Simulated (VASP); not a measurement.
Given:

```xyz
4
Lattice="2.1216 1.2249 6.9274 -2.1216 1.2249 6.9274 0.0000 -2.4498 6.9274" Properties=species:S:1:pos:R:3 pbc="T T T"
Pb     0.0000     0.0000    15.6526
Pb     0.0000     0.0000     5.1297
Se     0.0000     0.0000    20.7823
S      0.0000     0.0000    10.3912
```

The numbers are results of PBEsol GGA, VASP's PBE PAW potentials (set 64) (plane waves; VASP), not measurements. Numerical set-up: 400 eV cut-off, 7×7×7 Γ-centred mesh, tetrahedra with Blöchl corrections, potentials Pb_d Se S.

The cores are frozen, which limits the accuracy of field gradients.

Question: Give the principal components of the electric field gradient (V/Å²) and the asymmetry η at each nucleus.

Answer: 
```
atom   Vxx   Vyy   Vzz     η
----  ----  ----  ----  ----
Pb1    1.8   1.8  -3.6  0.00
Pb2    1.8   1.8  -3.6  0.00
Se3   -9.0  -9.0  18.0  0.00
S4     3.9   3.9  -7.8  0.00
```

The structure comes from a computed database's Pb2SeS entry (R-3m); how it stands against other phases isn't given here. It was relaxed first.
